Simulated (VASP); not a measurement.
A VASP calculation is set up with these files.

### POSCAR
```
CsI
1
   -0.0000000000     3.8241175164     3.8241175164
    3.8241175164     0.0000000000     3.8241175164
    3.8241175164     3.8241175164     0.0000000000
Cs I
1 1
Direct
  0.0000000000   0.0000000000   0.0000000000
  0.5000000000   0.5000000000   0.5000000000
```

**INCAR**
```
# general
SYSTEM =CsI
PREC   =Accurate
ENCUT  =400   # plane-wave cut-off (eV)
LREAL  =.False.   # projection in real space or not
LASPH  =.True.   # aspherical one-centre terms

# electronic loop
EDIFF  =1E-6
NELM   =100   # most electronic steps
ALGO   =Normal
LMAXMIX=4   # l cut-off of mixed one-centre charges

# smearing
ISMEAR =0   # Gaussian
SIGMA  =0.05   # width (eV)

# functional
GGA    =PS   # PBEsol

# ions
IBRION =2   # conjugate gradients
NSW    =60   # most ionic steps
ISIF   =3
EDIFFG =-0.01   # ionic stop

# output
LWAVE  =.False.
LCHARG =.False.
```

**KPOINTS**
```
kpoints
0
gamma
 6 6 6
```

POTCAR, in this order: Cs_sv I (PBE.64 set). Program: vasp_std.

Problem. Write an equivalent input for Ansatz.

Solution. One equivalent input (not run):
Ansatz 0.2 input:
```yaml
crystal:
  lattice:
    - [0.0000000, 3.8241175, 3.8241175]
    - [3.8241175, 0.0000000, 3.8241175]
    - [3.8241175, 3.8241175, 0.0000000]
  atoms:
    - { symbol: Cs, position: [0.0000000, 0.0000000, 0.0000000] }
    - { symbol: I, position: [0.5000000, 0.5000000, 0.5000000] }
kpoints:
  mp_grid: { grid: [6, 6, 6] }
hamiltonian:
  xc: pbesol
  pseudopotentials: { kind: paw }
scf:
  occupations: { method: gaussian, width: 0.05 }
  max_iter: 100
relax:
  max_steps: 60
  f_tol: 0.01
  cell: {}
output: { forces: true, stress: true, eigenvalues: true }
```
What does not carry over: each code has its own PAW files, so the cut-off isn't converted (ENCUT is set for VASP's; basis.ecutwfc is left out, and Ansatz then takes the one that its files recommend); Ansatz stops its SCF on the density residual and VASP on the energy change (EDIFF).

The structure was generated: CsI was put into the rock salt type (Fm-3m), which need not be its known phase. It was relaxed first, which changed the volume by -21 %. The start is the result of an earlier pass.
